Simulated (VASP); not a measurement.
Here is the system:

```xyz
4
Lattice="1.5610 -2.7038 0.0000 1.5610 2.7038 0.0000 0.0000 0.0000 5.0759" Properties=species:S:1:pos:R:3 pbc="T T T"
Si     1.5610    -0.9013     2.5358
Si     1.5610     0.9013     5.0737
C      1.5610    -0.9013     4.4435
C      1.5610     0.9013     1.9056
```

These are PBE GGA, VASP's PBE PAW potentials (set 64) (plane waves; VASP 6.6.1) values and carry that method's errors. Run with 600 eV cut-off, 8×8×4 Γ-centred mesh, Gaussian smearing of 0.050 eV, potentials Si C.

Predict the energy per atom (σ→0), pressure.

```json
{
 "energy per atom (σ→0)": "-7.524 eV/atom",
 "pressure": "-4.22 GPa"
}
```

The absolute energy has meaning only against runs of the same code, potentials and settings.

The compound is SiC in the wurtzite structure, the rare 2H polytype. This cell was strained or had an atom moved on purpose.
